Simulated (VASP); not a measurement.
Shape and ions are relaxed at each volume.

Energy against volume of Mg (hcp). Computed with PBE GGA with D3 dispersion (zero damping), VASP's PBE PAW potentials (set 64) (plane waves; VASP).

| V (Å³/atom) | E (eV/atom) |
|---|---|
| 20.660 | -1.69615 |
| 21.319 | -1.70392 |
| 21.979 | -1.70638 |
| 22.638 | -1.70436 |
| 23.297 | -1.69856 |

**Question.** Fit a third-order Birch-Murnaghan equation of state.

**Answer.** 
```
Quantity                                         Value
---------------------------------------  -------------
volume per atom                          21.99 Å³/atom
bulk modulus                                  36.1 GPa
pressure derivative of the bulk modulus           4.65
```

Measured: bulk modulus 38.6 GPa at 0 K (computed value off by -6.6 %), as given by K. Lejaeghere et al., Critical reviews in solid state and materials sciences/CRC critical reviews in solid state and materials sciences (2013), arXiv:1204.2733 [extrapolated to 0 K and zero-point effects removed (source: thermally corrected experimental values)].

The compound is Mg in the hcp structure. It was relaxed first, which changed the volume by -5 %.
